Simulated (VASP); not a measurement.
VASP input:

**INCAR**
```
# general
SYSTEM   =  BaS
PREC     =  Accurate
ENCUT    =  500
LREAL    =  .FALSE.
LASPH    =  .TRUE.

# electronic loop
EDIFF    =  1E-6
NELM     =  100
ALGO     =  Normal
LMAXMIX  =  4

# smearing
ISMEAR   =  0
SIGMA    =  0.05

# functional
GGA      =  PE

# ions
IBRION   =  2
NSW      =  40
ISIF     =  3
EDIFFG   =  -0.02
PSTRESS  =  450

# output
LWAVE    =  .FALSE.
LCHARG   =  .FALSE.
```

**POSCAR**
```
BaS
1
   -0.0000000000     2.8027064649     2.8027064649
    2.8027064649     0.0000000000     2.8027064649
    2.8027064649     2.8027064649     0.0000000000
Ba S
1 1
Direct
  0.0000000000   0.0000000000   0.0000000000
  0.5000000000   0.5000000000   0.5000000000
```

KPOINTS:
```
Automatic mesh
0
Gamma
8 8 8
0 0 0
```

POTCAR, in this order: Ba_sv S (PBE.64 set). Program: vasp_std.

Q: Translate this PBE calculation to Quantum ESPRESSO's pw.x.

A: One equivalent input (not run):
```
&CONTROL
  calculation = 'vc-relax'
  pseudo_dir = './pseudo'
  outdir = './out'
  tprnfor = .true.
  tstress = .true.
  nstep = 40
  forc_conv_thr = 0.00078
/
&SYSTEM
  ibrav = 0
  nat = 2
  ntyp = 2
  ecutwfc = 56.6
  occupations = 'smearing'
  smearing = 'gaussian'
  degauss = 0.003675
  input_dft = 'pbe'
/
&ELECTRONS
  conv_thr = 7.3e-08
  electron_maxstep = 100
/
&IONS
/
&CELL
  press = 450
/
ATOMIC_SPECIES
  Ba 137.327 Ba.upf
  S 32.060 S.upf
CELL_PARAMETERS angstrom
    -0.0000000    2.8027065    2.8027065
     2.8027065    0.0000000    2.8027065
     2.8027065    2.8027065    0.0000000
ATOMIC_POSITIONS crystal
  Ba   0.0000000  0.0000000  0.0000000
  S    0.5000000  0.5000000  0.5000000
K_POINTS automatic
  8 8 8 0 0 0
```
What does not carry over: the potentials are each code's own (VASP's PAW set, PseudoDojo norm-conserving files in pw.x), so ENCUT and ecutwfc are chosen apart and not converted; conv_thr bounds pw.x's estimated SCF error, while EDIFF bounds the energy change between steps; forc_conv_thr acts on force components and is met together with etot_conv_thr.

The compound is BaS in the rock salt structure. It was relaxed first under an external pressure of 45 GPa.
